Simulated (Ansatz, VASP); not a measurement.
# Two plane-wave programs on Zn2SbO3

```
CELL_PARAMETERS angstrom
3.52282 0.00000 0.00000
0.00000 5.04435 0.00000
0.00000 0.00000 6.07849
ATOMIC_POSITIONS crystal
Zn 0.50000 0.50000 0.68847
Zn 0.50000 0.50000 0.31153
Sb 0.50000 0.00000 0.00000
O 0.68800 0.00000 0.50000
O 0.31200 0.00000 0.50000
O 0.50000 0.50000 0.00000
```

Alike in both runs: functional PBE; k mesh 6 × 4 × 4; occupations gaussian, width 0.1 eV; no spin polarisation.

Ansatz relaxed the structure, and its values are those at the end. VASP's run is a single point on that final structure, the one shown.

```csv
,VASP,Ansatz
version,VASP 6.6.1,Ansatz 0.2.0
potentials or method,"VASP PAW PBE potentials, release 64 (Zn, Sb, O)","scalar-relativistic, plane waves, PAW"
plane-wave cutoff (eV),520,420
valence electrons in the cell,47,57
```

|  | VASP | Ansatz | Ansatz less VASP |
| --- | --- | --- | --- |
| gap on the k mesh at the Fermi level (eV) | none | none | - |
| pressure (GPa) | 0.3 | -0.1 | -0.36 |
| rms of the force components (eV/Å) | 0.158 | 0.009 | -0.1489 |

A gap of «none» marks a metal or a gap that the smearing closes. One of these differences is far larger than is usual between the two programs; its cause wasn't traced. The two sets of potentials don't hold the same shells in valence.

Caveats: an odd number of electrons without spin polarisation forces a metal; a magnetic or distorted state may lie lower. The runs have no spin-orbit coupling, so splittings on Sb are missing.
